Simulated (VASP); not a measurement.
Runs of VASP 6.6.1 on YMgF3. All rows change the cell; the cell of one of them follows. Symmetry: Pm-3m, No. 221, cubic system. Conventional cell: a = 4.513 Å, b = 4.513 Å, c = 4.513 Å, α = 90.00°, β = 90.00°, γ = 90.00°. Around Y (site symmetry m-3m) lie 6 F at 2.26 Å. Mg (site symmetry m-3m) is surrounded by 12 F at 3.19 Å. F (site symmetry 4/mmm) has 2 Y at 2.26 Å as nearest neighbours. The cell was built by a generator and needn't be a form met in nature.

| task | cell | k mesh | cutoff (eV) | smearing | gap on the mesh (eV) | pressure (GPa) | relaxed volume (Å³/atom) |
| --- | --- | --- | --- | --- | --- | --- | --- |
| single point | species swapped into the RbBiO3 type (Pm-3m, No. 221) | 6 × 6 × 6 | 520 | gaussian 0.02 eV | 0.82 | -0.2 | - |
| relaxation of cell and atoms | relaxed from: species swapped into the RbBiO3 type (Pm-3m, No. 221) | 4 × 4 × 4 | 600 | gaussian 0.1 eV | 0.81 | -0.2 | 18.15 |
| relaxation of cell and atoms | relaxed from: species swapped into the RbBiO3 type (Pm-3m, No. 221) | 6 × 6 × 6 | 600 | gaussian 0.02 eV | 0.81 | 0.0 | (a) |
| single point | species swapped into the RbBiO3 type (Pm-3m, No. 221) | 4 × 4 × 4 | 520 | gaussian 0.1 eV | 0.82 | -0.1 | - |

Alike in all rows: level PBE; potentials or basis VASP PAW PBE potentials, release 64 (Y_sv, Mg, F); no spin polarisation.

Task: Fill in the values left out.

Result: (a) 18.32.

Caveats: the volume moved by over 15 % at a fixed basis, so the end points are rough (some runs).

A k mesh can miss the band edges, and the runs leave out spin-orbit coupling on Y.
